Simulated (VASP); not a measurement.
Consider the following.

```yaml
crystal:
  lattice:
    - [0.00000, 2.58932, 2.58932]
    - [2.58932, 0.00000, 2.58932]
    - [2.58932, 2.58932, 0.00000]
  atoms:
    - { symbol: N, position: [0.25000, 0.25000, 0.25000] }
    - { symbol: Er, position: [0.00000, 0.00000, 0.00000] }
```

Computed with PBE GGA, VASP's PBE PAW potentials (set 64) (plane waves; VASP). Run with 520 eV cut-off, 7×7×7 Γ-centred mesh, Gaussian smearing of 0.050 eV, potentials N Er_3.

The 4f electrons are frozen in the core of the lanthanide potential, so 4f levels, which can set the real gap, and their magnetism are missing.

### Question
Predict the energy per atom (σ→0), pressure.

### Answer

```
Item                           Result
---------------------  --------------
energy per atom (σ→0)  -7.943 eV/atom
pressure                     2.67 GPa
```

The absolute energy has meaning only against runs of the same code, potentials and settings.

The structure was generated: ErN was put into the zincblende type (F-43m), which need not be its known phase. The cell was not relaxed at this level.
